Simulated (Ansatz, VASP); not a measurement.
# Ga2O3 (Ga2O3 (C2/m)): VASP beside Ansatz, part 2 of 2

One calculation is typed for both programs; each brings its own data sets. How far apart do they land? The cell is taken from a series of runs on this material, whose earlier steps may have relaxed, scaled, displaced or heated it; both programs get it as it stands.

VASP 6.6.1 and Ansatz 0.2.0.

So far: The starting structure; Ansatz: single point, HSE06.

## 3. VASP: single point, HSE06

Level of this step: HSE06; plane waves and PAW (Ga_d, O) (VASP).

The same cell, functional and mesh now go to VASP, with its own data sets.

Lines of VASP's logs that name or quote its potential files are left out, and so is its time.

The run reads the wave functions of an earlier VASP run, which isn't shown here.

File INCAR:

```
SYSTEM = Ga2O3
PREC = Accurate
ENCUT = 520
EDIFF = 1E-06
NELM = 100
ISMEAR = 0
SIGMA = 0.01
LREAL = Auto
ALGO = Normal
LHFCALC = .TRUE.
AEXX = 0.25
GGA = PE
HFSCREEN = 0.208
LASPH = .TRUE.
NBANDS = 306
PRECFOCK = Fast
LORBIT = 11
LWAVE = .FALSE.
LCHARG = .FALSE.
ISIF = 2
```

File POSCAR:

```
Ga2O3
1.0
   12.2531908300      0.0000000000     -0.0052300900
    0.0000000000      9.1168828800      0.0000000000
   -1.3834622900      0.0000000000      5.6409524200
Ga O
24 36
Direct
    0.3414900000      0.0000000000      0.6852400000
    0.8414900000      0.1666700000      0.6852400000
    0.1585100000      0.1666700000      0.3147600000
    0.6585100000      0.0000000000      0.3147600000
    0.4094700000      0.1666700000      0.2051500000
    0.9094700000      0.0000000000      0.2051500000
    0.0905300000      0.0000000000      0.7948500000
    0.5905300000      0.1666700000      0.7948500000
    0.3414900000      0.3333300000      0.6852400000
    0.8414900000      0.5000000000      0.6852400000
    0.1585100000      0.5000000000      0.3147600000
    0.6585100000      0.3333300000      0.3147600000
    0.4094700000      0.5000000000      0.2051500000
    0.9094700000      0.3333300000      0.2051500000
    0.0905300000      0.3333300000      0.7948500000
    0.5905300000      0.5000000000      0.7948500000
    0.3414900000      0.6666700000      0.6852400000
    0.8414900000      0.8333300000      0.6852400000
    0.1585100000      0.8333300000      0.3147600000
    0.6585100000      0.6666700000      0.3147600000
    0.4094700000      0.8333300000      0.2051500000
    0.9094700000      0.6666700000      0.2051500000
    0.0905300000      0.6666700000      0.7948500000
    0.5905300000      0.8333300000      0.7948500000
    0.0039200000      0.1666700000      0.7435600000
    0.5039200000      0.0000000000      0.7435600000
    0.4960800000      0.0000000000      0.2564400000
    0.9960800000      0.1666700000      0.2564400000
    0.3264500000      0.1666700000      0.4359400000
    0.8264500000      0.0000000000      0.4359400000
    0.1735500000      0.0000000000      0.5640600000
    0.6735500000      0.1666700000      0.5640600000
    0.1634900000      0.0000000000      0.1093600000
    0.6634900000      0.1666700000      0.1093600000
    0.3365100000      0.1666700000      0.8906400000
    0.8365100000      0.0000000000      0.8906400000
    0.0039200000      0.5000000000      0.7435600000
    0.5039200000      0.3333300000      0.7435600000
    0.4960800000      0.3333300000      0.2564400000
    0.9960800000      0.5000000000      0.2564400000
    0.3264500000      0.5000000000      0.4359400000
    0.8264500000      0.3333300000      0.4359400000
    0.1735500000      0.3333300000      0.5640600000
    0.6735500000      0.5000000000      0.5640600000
    0.1634900000      0.3333300000      0.1093600000
    0.6634900000      0.5000000000      0.1093600000
    0.3365100000      0.5000000000      0.8906400000
    0.8365100000      0.3333300000      0.8906400000
    0.0039200000      0.8333300000      0.7435600000
    0.5039200000      0.6666700000      0.7435600000
    0.4960800000      0.6666700000      0.2564400000
    0.9960800000      0.8333300000      0.2564400000
    0.3264500000      0.8333300000      0.4359400000
    0.8264500000      0.6666700000      0.4359400000
    0.1735500000      0.6666700000      0.5640600000
    0.6735500000      0.8333300000      0.5640600000
    0.1634900000      0.6666700000      0.1093600000
    0.6634900000      0.8333300000      0.1093600000
    0.3365100000      0.8333300000      0.8906400000
    0.8365100000      0.6666700000      0.8906400000
```

File KPOINTS:

```
Automatic mesh
0
Gamma
1 1 2
0 0 0
```

PAW data sets: Ga_d and O (PBE family, release 64).

Command:

```console
> export OMP_NUM_THREADS=3
> mpirun -np 1 vasp_std
```

Numbers of over 12 decimals in the logs are rounded to 6 here.

The program printed:

```text
[banner, memory and clock lines left out]
running    1 mpi-ranks, on    1 nodes
[...]
Offloading initialized ...    1 GPUs detected
[...]
LDA part: xc-table for (Slater+PW92), standard interpolation
 found WAVECAR, reading the header
 POSCAR, INCAR and KPOINTS ok, starting setup
[...]
reading WAVECAR
 the WAVECAR file was read successfully
 initial charge from wavefunction
 entering main loop
       N       E                     dE             d eps       ncg     rms          rms(c)
DAV:   1    -0.450089774872E+03   -0.45009E+03   -0.16148E+01  1712   0.280E+01    0.277E+00
DAV:   2    -0.450329836699E+03   -0.24006E+00   -0.34498E+00  1560   0.715E+00    0.189E+00
DAV:   3    -0.450314634772E+03    0.15202E-01   -0.52185E-01  1680   0.221E+00    0.127E+00
DAV:   4    -0.450299217671E+03    0.15417E-01   -0.50445E-02  1536   0.719E-01    0.780E-01
[...]
DAV:  12    -0.450290587344E+03    0.26657E-05   -0.48475E-06  1120   0.180E-02    0.102E-02
DAV:  13    -0.450290586269E+03    0.10747E-05   -0.28773E-06   880   0.103E-02    0.605E-03
DAV:  14    -0.450290585838E+03    0.43118E-06   -0.15057E-06   720   0.827E-03
   1 F= -.45029059E+03 E0= -.45029059E+03  d E =-.272835E-34
```

From OUTCAR (step 3):

```text
  Total        2.2705775      6.3998044      3.1630083      0.0000000      0.0000000     -0.4137272
  in kB        5.7735691     16.2732667      8.0428203      0.0000000      0.0000000     -1.0520155
  external PRESSURE =      10.0298854 kB  Pullay stress =       0.0000000 kB

 POSITION                                       TOTAL-FORCE (eV/Angst)
 -----------------------------------------------------------------------------------
      3.23634      0.00000      3.86362        -0.007049      0.000000      0.034885
      9.36293      1.51951      3.86101        -0.007367     -0.003890      0.034652
      1.50679      1.51951      1.77472         0.007367     -0.003890     -0.034652
      7.63339      0.00000      1.77210         0.007049      0.000000     -0.034885
      4.73350      1.51951      1.15510         0.011637     -0.005426     -0.017953
     10.86009      0.00000      1.15248         0.013970      0.000000     -0.013877
      0.00964      0.00000      4.48324        -0.013970      0.000000      0.013877
      6.13623      1.51951      4.48062        -0.011637     -0.005426      0.017953
      3.23634      3.03893      3.86362        -0.007367      0.003890      0.034652
      9.36293      4.55844      3.86101        -0.007049      0.000000      0.034885
      1.50679      4.55844      1.77472         0.007049      0.000000     -0.034885
      7.63339      3.03893      1.77210         0.007367      0.003890     -0.034652
      4.73350      4.55844      1.15510         0.013970      0.000000     -0.013877
     10.86009      3.03893      1.15248         0.011637      0.005426     -0.017953
[...]
-----------------------------------------------------------------------------------
    total drift:                                0.000116      0.000128     -0.000023

  FREE ENERGIE OF THE ION-ELECTRON SYSTEM (eV)
  ---------------------------------------------------
  free  energy   TOTEN  =      -450.2905858380 eV

  energy  without entropy=     -450.2905858380  energy(sigma->0) =     -450.29058584

[... 2 further parts left out ...]
```

The run ends at a pressure of 1.00 GPa, with forces up to 0.050 eV/Å.

## 4. Side by side

Known differences besides the potentials themselves: exact exchange at q = 0 is treated differently, which shows on coarse meshes; VASP keeps PBE cores, Ansatz makes them for the functional; fixed occupations in Ansatz, narrow Gaussian smearing in VASP; the cutoff is 420 eV in Ansatz and 520 eV in VASP (PREC = Accurate, projectors in real space); VASP takes a coarser grid for exact exchange (PRECFOCK = Fast). Total energies have different zeros and are not compared.

Compared:

```tsv
quantity	Ansatz	VASP	difference
gap on the k mesh (eV)	4.217	4.209	+0.008
```

Forces on 10 of the 60 atoms, those with the largest forces and the largest differences (eV/Å; atoms numbered as in POSCAR):

```tsv
atom	Ansatz x, y, z	VASP x, y, z
O30	-0.006, 0.000, -0.030	0.013, 0.000, -0.048
O31	0.006, 0.000, 0.030	-0.013, 0.000, 0.048
O32	0.006, 0.000, 0.030	-0.017, 0.004, 0.046
O36	0.026, 0.000, 0.015	0.014, 0.000, 0.045
O41	-0.006, 0.000, -0.030	0.013, 0.000, -0.048
O42	-0.006, 0.000, -0.030	0.017, -0.004, -0.046
O43	0.006, 0.000, 0.030	-0.017, -0.004, 0.046
O44	0.006, 0.000, 0.030	-0.013, 0.000, 0.048
O46	-0.026, 0.000, -0.015	-0.014, 0.000, -0.045
O47	0.026, 0.000, 0.015	0.014, 0.000, 0.045
```

The forces differ by 13 meV/Å r.m.s., which is 57.1 % of the r.m.s. force of 0.022 eV/Å (both taken over all components). A gap on the mesh is an upper bound, since the band edges may lie between its points.

## 5. Results

- r.m.s. force difference (single point, HSE06): 13 meV/Å

What this shows: The r.m.s. force difference is 13 meV/Å (single point, HSE06), at about the 12 meV/Å picked in this series as the mark of a large difference. What causes the difference of the single point, HSE06 pair stays open here. How closely two codes agree says nothing of how well the functional describes the real material.

[Lines on the potential files, build, host, timing and source positions are cut from VASP's logs without a mark.]

[Logs are printed without paths, hosts, clocks, repeated set-up lines and the standing remarks that a program may print on its own settings, such as how far it seeks lower states.]

[Hosts, paths, dates, database ids (printed as entryN), source tags and the programs' standing remarks are cut or masked in the printed files.]
